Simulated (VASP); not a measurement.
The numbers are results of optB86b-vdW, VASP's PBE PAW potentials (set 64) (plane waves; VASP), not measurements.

VASP ran on this input.

### KPOINTS
```
kpoints
0
Gamma
  15 15 15
0 0 0
```

INCAR:
```
# general
SYSTEM  =Li
PREC    =Accurate
ENCUT   =520
LREAL   =.False.
LASPH   =.True.

# electronic loop
EDIFF   =1E-7
NELM    =100
ALGO    =Normal

# smearing
ISMEAR  =1
SIGMA   =0.1

# functional
GGA     =MK
LUSE_VDW=.True.
AGGAC   =0.0
PARAM1  =0.1234
PARAM2  =1.0

# ions
ISIF    =2

# output
LWAVE   =.False.
LCHARG  =.False.
```

POSCAR:
```
Li
3.5074490
 -0.4999999892   0.4999999892   0.4999999892
  0.4999999892  -0.4999999892   0.4999999892
  0.4999999892   0.4999999892  -0.4999999892
Li
1
Cartesian
  0.0000000000   0.0000000000   0.0000000000
```

POTCAR, in this order: Li_sv (PBE.64 set). Program: vasp_std.

Output

OSZICAR:
```
       N       E                     dE             d eps       ncg     rms          rms(c)
DAV:   1     0.156377214414E+01    0.15638E+01   -0.67964E+02  1220   0.398E+02
DAV:   2    -0.850966506287E+00   -0.24147E+01   -0.22829E+01  1655   0.607E+01
DAV:   3    -0.100474490045E+01   -0.15378E+00   -0.15343E+00  1535   0.103E+01
DAV:   4    -0.100953241459E+01   -0.47875E-02   -0.47847E-02  1530   0.168E+00
DAV:   5    -0.100959544149E+01   -0.63027E-04   -0.63027E-04  1605   0.168E-01    0.279E-01
DAV:   6    -0.100972845602E+01   -0.13301E-03   -0.43860E-04  1305   0.225E-01    0.166E-01
DAV:   7    -0.101011776754E+01   -0.38931E-03   -0.11418E-03  1290   0.349E-01    0.224E-02
DAV:   8    -0.101017675195E+01   -0.58984E-04   -0.33652E-04  1685   0.174E-01    0.148E-02
DAV:   9    -0.101017517997E+01    0.15720E-05   -0.53364E-06  1385   0.240E-02    0.447E-03
DAV:  10    -0.101017261409E+01    0.25659E-05   -0.12478E-06  1255   0.159E-02    0.332E-03
DAV:  11    -0.101017457729E+01   -0.19632E-05   -0.29916E-07  1325   0.636E-03    0.234E-04
DAV:  12    -0.101017465049E+01   -0.73194E-07   -0.30782E-08   655   0.274E-03
   1 F= -.10101747E+01 E0= -.10101535E+01  d E =-.633471E-04
```

OUTCAR:
```
------------------------ aborting loop because EDIFF is reached ----------------------------------------
  FORCE on cell =-STRESS in cart. coord.  units (eV):
  Direction    XX          YY          ZZ          XY          YZ          ZX
  --------------------------------------------------------------------------------------
  Total       -0.0963830     -0.0963830     -0.0963830     -0.0000000     -0.0000000     -0.0000000
  in kB       -7.1575936     -7.1575936     -7.1575936     -0.0000000     -0.0000000     -0.0000000
  external PRESSURE =      -7.1575936 kB  Pullay stress =       0.0000000 kB
  volume of cell :       21.57
      direct lattice vectors                 reciprocal lattice vectors
    -1.753724462  1.753724462  1.753724462     0.000000000  0.285107502  0.285107502
     1.753724462 -1.753724462  1.753724462     0.285107502  0.000000000  0.285107502
     1.753724462  1.753724462 -1.753724462     0.285107502  0.285107502  0.000000000
 POSITION                                       TOTAL-FORCE (eV/Angst)
 -----------------------------------------------------------------------------------
      0.00000      0.00000      0.00000         0.000000     -0.000000     -0.000000
 -----------------------------------------------------------------------------------
    total drift:                               -0.000000     -0.000000      0.000000
  FREE ENERGIE OF THE ION-ELECTRON SYSTEM (eV)
  ---------------------------------------------------
  free  energy   TOTEN  =        -1.0101746505 eV

  energy  without entropy=       -1.0101113034  energy(sigma->0) =       -1.01015353
```
(Selected blocks of OUTCAR.)

The compound is Li in the bcc structure. This cell is one point of a volume scan, at 1.06 of the reference volume.
